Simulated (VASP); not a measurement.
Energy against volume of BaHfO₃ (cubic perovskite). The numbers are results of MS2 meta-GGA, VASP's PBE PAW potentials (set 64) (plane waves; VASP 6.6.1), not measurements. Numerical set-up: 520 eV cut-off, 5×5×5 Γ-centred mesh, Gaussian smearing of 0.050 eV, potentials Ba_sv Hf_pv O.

```json
[
 {"V (Å³/atom)": "13.988", "E (eV/atom)": "-5.65294"},
 {"V (Å³/atom)": "14.421", "E (eV/atom)": "-5.66087"},
 {"V (Å³/atom)": "14.853", "E (eV/atom)": "-5.65461"},
 {"V (Å³/atom)": "15.286", "E (eV/atom)": "-5.63634"}
]
```

Question: Fit these four points and predict the energy of the run at 13.555 Å³/atom.

Answer: A cubic in V^(−2/3), the third-order Birch-Murnaghan form, passes through the four points with V0 = 14.43 Å³/atom and B0 = 174 GPa, and gives -5.6282 eV/atom there. The run gave -5.6283 eV/atom, -0.1 meV/atom from the fit; all five points give B0 = 174 GPa.

The compound is BaHfO3 in the cubic perovskite structure. It was relaxed first.
